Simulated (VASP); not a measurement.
An input for Ansatz (written as the equivalent of a VASP run, and not itself run):

Ansatz 0.2 input:
```yaml
crystal:
  lattice:
    - [0.0000000, 1.9506670, 1.9506670]
    - [1.9506670, 0.0000000, 1.9506670]
    - [1.9506670, 1.9506670, 0.0000000]
  atoms:
    - { symbol: Ir, position: [0.0000000, 0.0000000, 0.0000000] }
kpoints:
  mp_grid: { grid: [14, 14, 14] }
hamiltonian:
  xc: pbesol
  pseudopotentials: { kind: paw }
scf:
  occupations: { method: gaussian, width: 0.136 }
  max_iter: 100
output: { forces: true, stress: true, eigenvalues: true }
```

Q: Translate this input to VASP (INCAR, KPOINTS, POSCAR, choice of POTCAR).

A: This is not unique; one that fits is 
INCAR:
```
SYSTEM = Ir
PREC = Accurate; ENCUT = 300; LREAL = .FALSE.
LASPH = .TRUE.
EDIFF = 1E-6; NELM = 100; ALGO = Normal
LMAXMIX = 6
ISMEAR = 0; SIGMA = 0.136
GGA = PS
ISIF = 2
LWAVE = .FALSE.; LCHARG = .FALSE.
```

**KPOINTS**
```
Automatic
0
Gamma
 14 14 14
```

File POSCAR:
```
Ir
2.758660
  0.0000000000   0.7071067112   0.7071067112
  0.7071067112   0.0000000000   0.7071067112
  0.7071067112   0.7071067112   0.0000000000
Ir
1
Cartesian
  0.0000000000   0.0000000000   0.0000000000
```

POTCAR, in this order: Ir (PBE.64 set). Program: vasp_std.

What does not carry over: each code has its own PAW files, so the cut-off isn't converted (ENCUT is set for VASP's; basis.ecutwfc is left out, and Ansatz then takes the one that its files recommend); Ansatz stops its SCF on the density residual and VASP on the energy change (EDIFF).

The structure comes from a computed database's Ir entry; how it stands against other phases isn't given here. The cell was not relaxed at this level. The run is one of a series of settings (GGA = PS against the base run), some of them coarse on purpose.
